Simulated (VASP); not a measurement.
All values below come from PBE GGA, VASP's PBE PAW potentials (set 64) (plane waves; VASP 6.6.1).

The input files of a VASP run:

**INCAR**
```
SYSTEM  =  Be
PREC  =  Accurate; ENCUT  =  300; LREAL  =  .FALSE.
LASPH  =  .TRUE.
EDIFF  =  1E-6; NELM  =  100; ALGO  =  Normal
ISMEAR  =  -1; SIGMA  =  0.3
GGA  =  PE
ISIF  =  2
LWAVE  =  .FALSE.; LCHARG  =  .FALSE.
```

File KPOINTS:
```
kpoints
0
gamma
 17 17 9
```

### POSCAR
```
Be
2.264780
  1.0000000000   0.0000000000   0.0000000000
 -0.5000000000   0.8660253976   0.0000000000
  0.0000000000   0.0000000000   1.5781223783
Be
2
Cartesian
 -0.0000005000   0.5773505537   1.1835917837
  0.5000005000   0.2886748439   0.3945305946
```

POTCAR, in this order: Be (PBE.64 set). Program: vasp_std.

The resulting files:

### OSZICAR
```
       N       E                     dE             d eps       ncg     rms          rms(c)
DAV:   1    -0.507663210007E+01   -0.50766E+01   -0.13237E+03  2088   0.351E+02
DAV:   2    -0.760592519336E+01   -0.25293E+01   -0.24432E+01  2988   0.390E+01
DAV:   3    -0.761623833189E+01   -0.10313E-01   -0.10299E-01  2496   0.255E+00
DAV:   4    -0.761624500675E+01   -0.66749E-05   -0.66752E-05  2964   0.642E-02
DAV:   5    -0.761624501072E+01   -0.39636E-08   -0.45297E-08  2472   0.625E-04    0.119E+00
DAV:   6    -0.757034486115E+01    0.45900E-01   -0.57869E-03  2268   0.101E+00    0.729E-01
DAV:   7    -0.755190693704E+01    0.18438E-01   -0.63091E-03  2226   0.104E+00    0.271E-02
DAV:   8    -0.755188712246E+01    0.19815E-04   -0.11173E-05  2856   0.361E-02    0.925E-03
DAV:   9    -0.755188632096E+01    0.80150E-06   -0.24789E-06  2532   0.183E-02
   1 F= -.75518863E+01 E0= -.75241902E+01  d E =-.553922E-01
```

### OUTCAR
```
------------------------ aborting loop because EDIFF is reached ----------------------------------------
  FORCE on cell =-STRESS in cart. coord.  units (eV):
  Direction    XX          YY          ZZ          XY          YZ          ZX
  --------------------------------------------------------------------------------------
  Total        0.0356305      0.0356305     -0.0826748      0.0000000      0.0000000      0.0000000
  in kB        3.5957013      3.5957012     -8.3432332      0.0000000      0.0000000      0.0000000
  external PRESSURE =      -0.3839436 kB  Pullay stress =       0.0000000 kB
  volume of cell :       15.88
      direct lattice vectors                 reciprocal lattice vectors
     2.264780000  0.000000000  0.000000000     0.441543991  0.254925544  0.000000000
    -1.132390000  1.961357000  0.000000000     0.000000000  0.509851088  0.000000000
     0.000000000  0.000000000  3.574100000     0.000000000  0.000000000  0.279790717
 POSITION                                       TOTAL-FORCE (eV/Angst)
 -----------------------------------------------------------------------------------
     -0.00000      1.30757      2.68058         0.000000      0.000000      0.000000
      1.13239      0.65379      0.89353        -0.000000     -0.000000      0.000000
 -----------------------------------------------------------------------------------
    total drift:                                0.000001     -0.000000      0.000003
  FREE ENERGIE OF THE ION-ELECTRON SYSTEM (eV)
  ---------------------------------------------------
  free  energy   TOTEN  =        -7.5518863210 eV

  energy  without entropy=       -7.4964940811  energy(sigma->0) =       -7.52419020
```
(Selected blocks of OUTCAR.)

At this cut-off the stress carries a Pulay error, which pulls relaxed volumes low.

The structure comes from a computed database's Be entry; how it stands against other phases isn't given here. The cell was not relaxed at this level. The run is one of a series of settings (SIGMA = 0.3 against the base run), some of them coarse on purpose.
